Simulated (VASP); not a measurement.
Consider the following.

```xyz
2
Lattice="0.0000 2.9383 2.9383 2.9383 0.0000 2.9383 2.9383 2.9383 0.0000" Properties=species:S:1:pos:R:3 pbc="T T T"
Ca     0.0000     0.0000     0.0000
Se     2.9383     2.9383     2.9383
```

Method: PBE GGA with D3 dispersion (Becke-Johnson damping), VASP's PBE PAW potentials (set 64) (plane waves; VASP). Numerical set-up: 520 eV cut-off, Gaussian smearing of 0.050 eV, potentials Ca_sv Se.

Task: Give the energies of bands 6 to 11 at the high-symmetry points, in eV from the valence-band maximum.

Result: 
```json
[
 {"band": "6", "Γ": "0.00", "X": "-2.57", "U": "-2.31", "L": "-3.36", "W": "-2.03"},
 {"band": "7", "Γ": "0.00", "X": "-0.95", "U": "-2.10", "L": "-1.24", "W": "-2.03"},
 {"band": "8", "Γ": "0.00", "X": "-0.95", "U": "-1.14", "L": "-1.24", "W": "-1.72"},
 {"band": "9", "Γ": "3.45", "X": "1.98", "U": "3.26", "L": "4.55", "W": "4.42"},
 {"band": "10", "Γ": "3.70", "X": "5.08", "U": "5.76", "L": "5.53", "W": "4.42"},
 {"band": "11", "Γ": "3.70", "X": "5.14", "U": "5.78", "L": "5.56", "W": "5.30"}
]
```

The gap is indirect, 1.98 eV, from the valence maximum at Γ to the conduction minimum at X.

Measured: gap 3.85 eV (computed value off by -1.87 eV), as given by Abedi et al., (2022), arXiv:2211.14644.

The compound is CaSe in the rock salt structure. It was relaxed first.
